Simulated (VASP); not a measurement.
**Moving the functional in Hf2Pd2Se2Br2O3**

The cell as given:

Space group P1 (No. 1). a = 5.761 Å, b = 5.870 Å, c = 6.872 Å, α = 96.27°, β = 102.51°, γ = 95.11°
```tsv
atom	site	symmetry	x	y	z
Hf	1a	1	0.7454	0.3960	0.3499
Hf	1a	1	0.2876	0.4532	0.5940
Pd	1a	1	0.9085	0.1329	0.8485
Pd	1a	1	0.2525	0.9032	0.3587
Se	1a	1	0.6347	0.4036	0.9372
Se	1a	1	0.6260	0.7817	0.5302
Br	1a	1	0.8527	0.9909	0.1535
Br	1a	1	0.2253	0.8208	0.8622
O	1a	1	0.9604	0.2893	0.5903
O	1a	1	0.4323	0.2452	0.4086
O	1a	1	0.0746	0.5831	0.3668
```

The cell comes from a database or a generator and needn't be the stable form of this composition.

Kept alike: task relaxation of cell and atoms; k mesh 5 × 5 × 4; occupations fermi-dirac, width 0.05 eV; no spin polarisation. Program: VASP, PAW files Br, Hf_pv, O, Pd, Se, 600 eV. The mesh is that of the run's cell of 11 atoms. No spin-orbit coupling.

| run | volume (Å³/atom) | first edge of the run's cell (Å) | third edge of the run's cell (Å) |
| --- | --- | --- | --- |
| A | 19.568 | 5.663 | 6.780 |
| B | 20.866 | 5.785 | 6.940 |
| C | 21.492 | 5.826 | 7.005 |
| D | 19.771 | 5.684 | 6.801 |
| E | 19.218 | 5.684 | 6.733 |
| F | 20.255 | 5.747 | 6.864 |
| G | 21.114 | 5.799 | 6.969 |
| H | 18.631 | 5.644 | 6.653 |
| I | 19.983 | 5.722 | 6.820 |

Relaxations stop with a little pressure left, so the last digits of a volume or edge aren't settled. Potentials were made for PBE (BLYP, PBE, PBEsol, RPBE, SCAN, optB88-vdW, r2SCAN, revPBE); LDA (LDA).

Question: The runs differ in the functional (and the potentials named above) alone: BLYP; LDA; PBE; PBEsol; RPBE; SCAN; optB88-vdW; r2SCAN; revPBE. Which run is which?

Answer: Run A is SCAN; run B is revPBE; run C is BLYP; run D is r2SCAN; run E is PBEsol; run F is PBE; run G is RPBE; run H is LDA; run I is optB88-vdW. The volume runs from 18.631 (LDA) to 21.492 Å³/atom (BLYP). From PBE: BLYP +1.237; LDA -1.624; PBEsol -1.037; RPBE +0.859; SCAN -0.687; optB88-vdW -0.272; r2SCAN -0.484; revPBE +0.611. The first edge of the run's cell runs from 5.644 (LDA) to 5.826 Å (BLYP). From PBE: BLYP +0.079; LDA -0.103; PBEsol -0.063; RPBE +0.052; SCAN -0.084; optB88-vdW -0.025; r2SCAN -0.063; revPBE +0.038. The third edge of the run's cell runs from 6.653 (LDA) to 7.005 Å (BLYP). From PBE: BLYP +0.141; LDA -0.211; PBEsol -0.131; RPBE +0.105; SCAN -0.084; optB88-vdW -0.044; r2SCAN -0.063; revPBE +0.076.
